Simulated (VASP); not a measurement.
Calculation: PBE GGA, VASP's PBE PAW potentials (set 64) (plane waves; VASP 6.6.1).

Input for VASP

### KPOINTS
```
Automatic mesh
0
Gamma
9 9 9
0 0 0
```

POSCAR:
```
WS
1
    0.0000000000     3.0830500000     3.0830500000
    3.0830500000     0.0000000000     3.0830500000
    3.0830500000     3.0830500000     0.0000000000
W S
1 1
Direct
  0.0000000000   0.0000000000   0.0000000000
  0.2500000000   0.2500000000   0.2500000000
```

**INCAR**
```
ALGO  =  Normal
EDIFF  =  1E-6
EDIFFG  =  -0.01
ENCUT  =  400
GGA  =  PE
IBRION  =  2
ISIF  =  3
ISMEAR  =  1
LASPH  =  .True.
LCHARG  =  .False.
LMAXMIX  =  6
LREAL  =  .False.
LWAVE  =  .False.
NELM  =  100
NSW  =  60
PREC  =  Accurate
SIGMA  =  0.1
SYSTEM  =  WS
```

POTCAR, in this order: W_sv S (PBE.64 set). Program: vasp_std.

The resulting files:

**OSZICAR**
```
       N       E                     dE             d eps       ncg     rms          rms(c)
DAV:   1     0.116731025566E+03    0.11673E+03   -0.89497E+03  1004   0.114E+03
DAV:   2    -0.892561748229E+01   -0.12566E+03   -0.12381E+03  1214   0.297E+02
DAV:   3    -0.145925633055E+02   -0.56669E+01   -0.55903E+01  1304   0.601E+01
DAV:   4    -0.146842609300E+02   -0.91698E-01   -0.91602E-01  1064   0.846E+00
DAV:   5    -0.146862891054E+02   -0.20282E-02   -0.20280E-02  1256   0.127E+00    0.940E+00
DAV:   6    -0.137811722562E+02    0.90512E+00   -0.67166E+00  1010   0.163E+01    0.322E+00
DAV:   7    -0.136985641095E+02    0.82608E-01   -0.46200E-01  1012   0.464E+00    0.207E+00
DAV:   8    -0.136909085771E+02    0.76555E-02   -0.41446E-02  1136   0.162E+00    0.471E-01
DAV:   9    -0.136910351629E+02   -0.12659E-03   -0.10583E-03  1124   0.297E-01    0.310E-01
DAV:  10    -0.136912349753E+02   -0.19981E-03   -0.72100E-04  1136   0.204E-01    0.372E-02
DAV:  11    -0.136912407262E+02   -0.57508E-05   -0.69605E-05  1022   0.690E-02    0.316E-02
DAV:  12    -0.136912417104E+02   -0.98425E-06   -0.57847E-06  1106   0.174E-02
   1 F= -.13691242E+02 E0= -.13690789E+02  d E =-.136912E+02
       N       E                     dE             d eps       ncg     rms          rms(c)
DAV:   1    -0.101213749925E+03   -0.87523E+02   -0.18065E+03  1004   0.419E+02    0.161E+02
DAV:   2    -0.282092195133E+02    0.73005E+02   -0.19102E+02  1094   0.206E+02    0.275E+01
DAV:   3    -0.154011943944E+02    0.12808E+02   -0.30842E+01  1130   0.659E+01    0.320E+01
DAV:   4    -0.144117413669E+02    0.98945E+00   -0.55230E+00  1034   0.216E+01    0.751E+00
DAV:   5    -0.141966684955E+02    0.21507E+00   -0.57984E-01  1328   0.890E+00    0.583E+00
DAV:   6    -0.141779685424E+02    0.18700E-01   -0.81623E-02  1118   0.267E+00    0.181E+00
DAV:   7    -0.141744109303E+02    0.35576E-02   -0.22213E-02  1292   0.143E+00    0.213E-01
DAV:   8    -0.141743610394E+02    0.49891E-04   -0.79447E-04   992   0.293E-01    0.109E-01
DAV:   9    -0.141743774577E+02   -0.16418E-04   -0.38847E-05  1280   0.564E-02    0.525E-02
DAV:  10    -0.141743790555E+02   -0.15977E-05   -0.51040E-06  1154   0.196E-02    0.828E-03
DAV:  11    -0.141743790683E+02   -0.12798E-07   -0.10954E-07   592   0.412E-03
   2 F= -.14174379E+02 E0= -.14173772E+02  d E =-.483137E+00
       N       E                     dE             d eps       ncg     rms          rms(c)
DAV:   1    -0.330867055375E+02   -0.18912E+02   -0.41923E+02  1112   0.297E+02    0.325E+01
DAV:   2    -0.180774209047E+02    0.15009E+02   -0.73597E+01   986   0.766E+01    0.171E+01
DAV:   3    -0.163651396870E+02    0.17123E+01   -0.39032E+00  1166   0.173E+01    0.759E+00
DAV:   4    -0.160829423332E+02    0.28220E+00   -0.18294E+00   992   0.100E+01    0.230E+00
DAV:   5    -0.160739767856E+02    0.89655E-02   -0.52560E-02  1304   0.192E+00    0.201E+00
DAV:   6    -0.160784718111E+02   -0.44950E-02   -0.90758E-03  1154   0.822E-01    0.646E-01
DAV:   7    -0.160799930897E+02   -0.15213E-02   -0.79772E-03  1250   0.693E-01    0.374E-01
DAV:   8    -0.160800361008E+02   -0.43011E-04   -0.22416E-04  1088   0.132E-01    0.448E-01
DAV:   9    -0.160798328184E+02    0.20328E-03   -0.53013E-04  1088   0.160E-01    0.232E-01
DAV:  10    -0.160798160158E+02    0.16803E-04   -0.87906E-05  1046   0.560E-02    0.782E-02
DAV:  11    -0.160798161808E+02   -0.16500E-06   -0.31379E-06  1262   0.132E-02
   3 F= -.16079816E+02 E0= -.16078856E+02  d E =-.238857E+01
       N       E                     dE             d eps       ncg     rms          rms(c)
DAV:   1    -0.161269979800E+02   -0.47182E-01   -0.90206E-01  1052   0.118E+01    0.224E+00
DAV:   2    -0.160917843926E+02    0.35214E-01   -0.11615E-01  1010   0.331E+00    0.473E-01
DAV:   3    -0.160878688437E+02    0.39155E-02   -0.82070E-03  1202   0.752E-01    0.208E-01
DAV:   4    -0.160874450354E+02    0.42381E-03   -0.14779E-03  1136   0.351E-01    0.191E-01
DAV:   5    -0.160874677221E+02   -0.22687E-04   -0.75489E-05  1238   0.873E-02    0.709E-02
DAV:   6    -0.160874724627E+02   -0.47406E-05   -0.33914E-05  1088   0.516E-02    0.112E-02
DAV:   7    -0.160874724377E+02    0.25022E-07   -0.10516E-06   962   0.985E-03
   4 F= -.16087472E+02 E0= -.16086505E+02  d E =-.239623E+01
       N       E                     dE             d eps       ncg     rms          rms(c)
DAV:   1    -0.161038079241E+02   -0.16335E-01   -0.35429E-01  1052   0.745E+00    0.142E+00
DAV:   2    -0.160899777858E+02    0.13830E-01   -0.45529E-02  1010   0.208E+00    0.295E-01
DAV:   3    -0.160884438679E+02    0.15339E-02   -0.32095E-03  1202   0.472E-01    0.127E-01
DAV:   4    -0.160882804715E+02    0.16340E-03   -0.57991E-04  1130   0.220E-01    0.120E-01
DAV:   5    -0.160882918629E+02   -0.11391E-04   -0.29030E-05  1244   0.541E-02    0.460E-02
DAV:   6    -0.160882952338E+02   -0.33709E-05   -0.13545E-05  1088   0.328E-02    0.702E-03
DAV:   7    -0.160882952230E+02    0.10821E-07   -0.39919E-07   736   0.616E-03
   5 F= -.16088295E+02 E0= -.16087329E+02  d E =-.239705E+01
       N       E                     dE             d eps       ncg     rms          rms(c)
DAV:   1    -0.160936857919E+02   -0.53906E-02   -0.12562E-01  1052   0.446E+00    0.830E-01
DAV:   2    -0.160887921691E+02    0.48936E-02   -0.16335E-02  1010   0.124E+00    0.176E-01
DAV:   3    -0.160882507256E+02    0.54144E-03   -0.11236E-03  1196   0.278E-01    0.728E-02
DAV:   4    -0.160881859967E+02    0.64729E-04   -0.20935E-04  1160   0.132E-01    0.689E-02
DAV:   5    -0.160881838096E+02    0.21871E-05   -0.99672E-06  1238   0.317E-02    0.275E-02
DAV:   6    -0.160881815698E+02    0.22398E-05   -0.49321E-06  1088   0.199E-02    0.405E-03
DAV:   7    -0.160881815705E+02   -0.69531E-09   -0.15134E-07   538   0.378E-03
   6 F= -.16088182E+02 E0= -.16087214E+02  d E =0.113652E-03
       N       E                     dE             d eps       ncg     rms          rms(c)
DAV:   1    -0.160903878513E+02   -0.22063E-02   -0.45877E-02  1052   0.269E+00    0.507E-01
DAV:   2    -0.160885951542E+02    0.17927E-02   -0.59266E-03  1010   0.749E-01    0.107E-01
DAV:   3    -0.160883975634E+02    0.19759E-03   -0.41338E-04  1202   0.169E-01    0.451E-02
DAV:   4    -0.160883780463E+02    0.19517E-04   -0.75726E-05  1154   0.793E-02    0.424E-02
DAV:   5    -0.160883810688E+02   -0.30224E-05   -0.36622E-06  1178   0.193E-02    0.165E-02
DAV:   6    -0.160883823474E+02   -0.12786E-05   -0.16556E-06   776   0.122E-02    0.234E-03
DAV:   7    -0.160883823573E+02   -0.98885E-08   -0.15643E-07   538   0.399E-03
   7 F= -.16088382E+02 E0= -.16087415E+02  d E =-.871343E-04
```

### OUTCAR
```
------------------------ aborting loop because EDIFF is reached ----------------------------------------
  FORCE on cell =-STRESS in cart. coord.  units (eV):
  Direction    XX          YY          ZZ          XY          YZ          ZX
  --------------------------------------------------------------------------------------
  Total        0.0004648      0.0004648      0.0004648      0.0000000      0.0000000     -0.0000000
  in kB        0.0195975      0.0195975      0.0195975      0.0000000      0.0000000     -0.0000000
  external PRESSURE =       0.0195975 kB  Pullay stress =       0.0000000 kB
  volume of cell :       38.00
      direct lattice vectors                 reciprocal lattice vectors
    -0.000000000  2.668468940  2.668468940    -0.187373363  0.187373363  0.187373363
     2.668468940  0.000000000  2.668468940     0.187373363 -0.187373363  0.187373363
     2.668468940  2.668468940  0.000000000     0.187373363  0.187373363 -0.187373363
 POSITION                                       TOTAL-FORCE (eV/Angst)
 -----------------------------------------------------------------------------------
      0.00000      0.00000      0.00000        -0.000000     -0.000000     -0.000000
      1.33423      1.33423      1.33423         0.000000      0.000000      0.000000
 -----------------------------------------------------------------------------------
    total drift:                               -0.000000     -0.000000     -0.000000
  FREE ENERGIE OF THE ION-ELECTRON SYSTEM (eV)
  ---------------------------------------------------
  free  energy   TOTEN  =       -16.0883823573 eV

  energy  without entropy=      -16.0854811694  energy(sigma->0) =      -16.08741529

 reached required accuracy - stopping structural energy minimisation
```
(Selected blocks of OUTCAR.)

**CONTCAR**
```
WS
   1.00000000000000
    -0.0000000000000000    2.6684689395755514    2.6684689395755514
     2.6684689395755514    0.0000000000000000    2.6684689395755514
     2.6684689395755514    2.6684689395755514    0.0000000000000000
  W               S
     1     1
Direct
     0.0000000000000000    0.0000000000000000    0.0000000000000000
     0.2500000000000000    0.2500000000000000    0.2500000000000000
```

Energy and stress use the plane-wave basis of the starting cell.

The structure was generated: WS was put into the zinc blende type (F-43m), which need not be its known phase. This run relaxes it. Symmetry was kept, so distortions that lower it aren't found.
